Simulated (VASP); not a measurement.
Runs of VASP 6.6.1 on Ga. The structure is orthorhombic, space group Cmce (No. 64). Conventional cell: a = 4.523 Å, b = 7.661 Å, c = 4.524 Å, α = 90.00°, β = 90.00°, γ = 90.00°. Around Ga (site symmetry m) lie 7 Ga at 2.48 to 2.79 Å. 

```csv
level,potentials or basis,k mesh,cutoff (eV),further INCAR settings,gap on the mesh (eV),pressure (GPa),largest force (eV/Å)
PBE,"VASP PAW PBE potentials, release 64 (Ga_d)",9 × 9 × 7,520,ALGO = Fast; EDIFF = 1e-07,none,(a),0.10
PBEsol,"VASP PAW PBE potentials, release 64 (Ga_d)",9 × 9 × 7,700,ALGO = Fast; EDIFF = 1e-07,none,-1.5,0.12
PBEsol,"VASP PAW PBE potentials, release 64 (Ga_d)",9 × 9 × 7,600,ALGO = Fast; EDIFF = 1e-07,none,-1.5,0.12
PBEsol,"VASP PAW PBE potentials, release 64 (Ga)",9 × 9 × 7,500,ALGO = Fast; EDIFF = 1e-07,none,(b),0.09
r2SCAN,"VASP PAW PBE potentials, release 64 (Ga_d)",9 × 9 × 7,520,ALGO = Normal; EDIFF = 1e-07,none,-1.1,0.13
PBEsol,"VASP PAW PBE potentials, release 64 (Ga_d)",12 × 12 × 10,520,ALGO = Fast; EDIFF = 1e-07,none,-1.5,0.15
```

Alike in all rows: task electric field gradients; no spin polarisation; cell as given; smearing fermi-dirac 0.05 eV.

Problem. Fill in the values left out.

Solution. (a) 2.1; (b) -0.9.

Caveats: the PAW data sets were made with another functional, which shifts forces and pressure a little (some runs).

A k mesh can miss the band edges, and the runs leave out spin-orbit coupling on Ga.

A gap of «none» marks a metal or a gap under the smearing width.

Not every run made on this cell is shown here.
